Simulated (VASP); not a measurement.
Here is the system:

```yaml
crystal:
  lattice:
    - [0.00000, 2.81500, 2.81500]
    - [2.81500, 0.00000, 2.81500]
    - [2.81500, 2.81500, 0.00000]
  atoms:
    - { symbol: Be, position: [0.00000, 0.00000, 0.00000] }
    - { symbol: Te, position: [0.25000, 0.25000, 0.25000] }
```

Calculation: PBE GGA with D3 dispersion (zero damping), VASP's PBE PAW potentials (set 64) (plane waves; VASP). Numerical set-up: 520 eV cut-off, Gaussian smearing of 0.050 eV, potentials Be Te.

Unless said otherwise, spin-orbit coupling is left out, though it shifts the bands of the heavy elements here.

**Question.** Give the energies of bands 2 to 7 at the high-symmetry points, in eV from the valence-band maximum.

**Answer.** 
```csv
band,Γ,X,U,L,W
2,0.00,-5.12,-4.77,-5.55,-4.59
3,0.00,-2.65,-3.88,-1.13,-3.70
4,0.00,-2.65,-2.24,-1.13,-3.21
5,3.61,1.97,2.70,3.08,5.29
6,3.61,2.67,5.26,4.59,5.54
7,3.61,9.71,7.88,4.59,5.56
```

The gap is indirect, 1.97 eV, from the valence maximum at Γ to the conduction minimum at X.

Measured: gap 2.80 eV (computed value off by -0.83 eV), as given by Das et al., (2018), arXiv:1807.05623.

The compound is BeTe in the zinc blende structure. The cell was not relaxed at this level.
